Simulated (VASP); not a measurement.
Output of a VASP run:

**OSZICAR**
```
       N       E                     dE             d eps       ncg     rms          rms(c)
DAV:   1     0.138834436711E+02    0.13883E+02   -0.57482E+03  1384   0.115E+03
DAV:   2    -0.190428893810E+02   -0.32926E+02   -0.32031E+02  1872   0.213E+02
DAV:   3    -0.193261487906E+02   -0.28326E+00   -0.28326E+00  1584   0.222E+01
DAV:   4    -0.193264505500E+02   -0.30176E-03   -0.30176E-03  1840   0.653E-01
DAV:   5    -0.193264507198E+02   -0.16973E-06   -0.16973E-06  1544   0.952E-03    0.664E+00
DAV:   6    -0.184612991674E+02    0.86515E+00   -0.31402E+00  1832   0.138E+01    0.331E+00
DAV:   7    -0.183702705983E+02    0.91029E-01   -0.10483E-01  1784   0.307E+00    0.187E+00
DAV:   8    -0.183490516729E+02    0.21219E-01   -0.42381E-02  1480   0.173E+00    0.187E-01
DAV:   9    -0.183490700102E+02   -0.18337E-04   -0.40433E-04  1360   0.242E-01    0.760E-02
DAV:  10    -0.183490855779E+02   -0.15568E-04   -0.72441E-05  1944   0.942E-02    0.135E-02
DAV:  11    -0.183490870930E+02   -0.15152E-05   -0.27191E-06  1440   0.158E-02    0.498E-03
DAV:  12    -0.183490871324E+02   -0.39335E-07   -0.66402E-07   672   0.719E-03
   1 F= -.17626253E+02 E0= -.17626253E+02  d E =-.176263E+02
       N       E                     dE             d eps       ncg     rms          rms(c)
DAV:   1    -0.183407531625E+02    0.83339E-02   -0.35867E-01  1440   0.629E+00    0.772E-01
DAV:   2    -0.183301976695E+02    0.10555E-01   -0.46605E-02  1672   0.180E+00    0.215E-01
DAV:   3    -0.183296542393E+02    0.54343E-03   -0.14397E-03  1592   0.386E-01    0.838E-02
DAV:   4    -0.183295037184E+02    0.15052E-03   -0.20451E-04  1576   0.132E-01    0.245E-02
DAV:   5    -0.183295017035E+02    0.20149E-05   -0.62056E-06  1728   0.234E-02    0.144E-02
DAV:   6    -0.183295021010E+02   -0.39747E-06   -0.27706E-07   696   0.788E-03
   2 F= -.17625385E+02 E0= -.17625385E+02  d E =0.868023E-03
       N       E                     dE             d eps       ncg     rms          rms(c)
DAV:   1    -0.183459117633E+02   -0.16410E-01   -0.10376E-01  1432   0.335E+00    0.416E-01
DAV:   2    -0.183428220633E+02    0.30897E-02   -0.13879E-02  1640   0.973E-01    0.114E-01
DAV:   3    -0.183426688005E+02    0.15326E-03   -0.40701E-04  1576   0.207E-01    0.447E-02
DAV:   4    -0.183426230479E+02    0.45753E-04   -0.61330E-05  1552   0.717E-02    0.127E-02
DAV:   5    -0.183426219752E+02    0.10727E-05   -0.19128E-06  1416   0.128E-02    0.756E-03
DAV:   6    -0.183426216521E+02    0.32314E-06   -0.97647E-08   672   0.497E-03
   3 F= -.17628443E+02 E0= -.17628443E+02  d E =-.219012E-02
```

**OUTCAR**
```
------------------------ aborting loop because EDIFF is reached ----------------------------------------
  FORCE on cell =-STRESS in cart. coord.  units (eV):
  Direction    XX          YY          ZZ          XY          YZ          ZX
  --------------------------------------------------------------------------------------
  Total        0.7135510      0.7135510      0.7135510      0.0000000      0.0000000     -0.0000000
  in kB       99.9120986     99.9120986     99.9120986      0.0000000      0.0000000     -0.0000000
  external PRESSURE =      -0.0879014 kB  Pullay stress =     100.0000000 kB
  volume of cell :       11.44
      direct lattice vectors                 reciprocal lattice vectors
     0.000000000  1.788528417  1.788528417    -0.279559439  0.279559439  0.279559439
     1.788528417 -0.000000000  1.788528417     0.279559439 -0.279559439  0.279559439
     1.788528417  1.788528417  0.000000000     0.279559439  0.279559439 -0.279559439
  FREE ENERGIE OF THE ION-ELECTRON SYSTEM (eV)
  ---------------------------------------------------
  free  energy   TOTEN  =       -18.3426216521 eV

  energy  without entropy=      -18.3426216521  energy(sigma->0) =      -18.34262165
  enthalpy is  TOTEN    =       -17.6284428630 eV   P V=        0.7141787891

 reached required accuracy - stopping structural energy minimisation
```
(Selected blocks of OUTCAR.)

POSCAR:
```
BN
1
    0.0000000000     1.7957248707     1.7957248707
    1.7957248707     0.0000000000     1.7957248707
    1.7957248707     1.7957248707     0.0000000000
B N
1 1
Direct
  0.0000000000   0.0000000000   0.0000000000
  0.2500000000   0.2500000000   0.2500000000
```

**Question.** Reconstruct the remaining input files.

**Answer.** One answer among several that fit: the input of the run itself, PBEsol GGA, plane waves, VASP's PBE PAW potentials (set 64).

INCAR:
```
ENCUT = 620   ! plane-wave cut-off (eV)
LCHARG = .FALSE.
PSTRESS = 100   ! kbar
EDIFFG = -0.02   ! ionic stop
IBRION = 2
EDIFF = 1E-6   ! SCF stop (eV)
SIGMA = 0.05   ! width (eV)
LREAL = .FALSE.   ! projection in real space or not
SYSTEM = BN
ISIF = 3   ! ions, shape and volume
ALGO = Normal   ! blocked Davidson
NSW = 40   ! most ionic steps
LWAVE = .FALSE.
LASPH = .TRUE.
NELM = 100   ! most electronic steps
PREC = Accurate
GGA = PS   ! PBEsol
ISMEAR = 0
```

File KPOINTS:
```
K-points
0
gamma
13 13 13
```

POTCAR, in this order: B N (PBE.64 set). Program: vasp_std.

The compound is BN in the zinc blende structure. This run relaxes it under an external pressure of 10 GPa. Symmetry was kept, so distortions that lower it aren't found.
